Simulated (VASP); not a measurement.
Data:

```xyz
1
Lattice="0.0000 2.0851 2.0851 2.0851 0.0000 2.0851 2.0851 2.0851 0.0000" Properties=species:S:1:pos:R:3 pbc="T T T"
Ag     0.0000     0.0000     0.0000
```

These are optB86b-vdW, VASP's PBE PAW potentials (set 64) (plane waves; VASP 6.6.1) values and carry that method's errors. Settings: 520 eV cut-off, 15×15×15 Γ-centred mesh, first-order Methfessel-Paxton smearing of 0.10 eV, potentials Ag.

### Question
Give the stress tensor in GPa (positive for a compressed cell).

### Answer

```
-5.33   0.00   0.00
 0.00  -5.33   0.00
 0.00   0.00  -5.33
```
The pressure is its mean diagonal, -5.33 GPa.

The compound is Ag in the fcc structure. This cell is one point of a volume scan, at 1.06 of the reference volume.
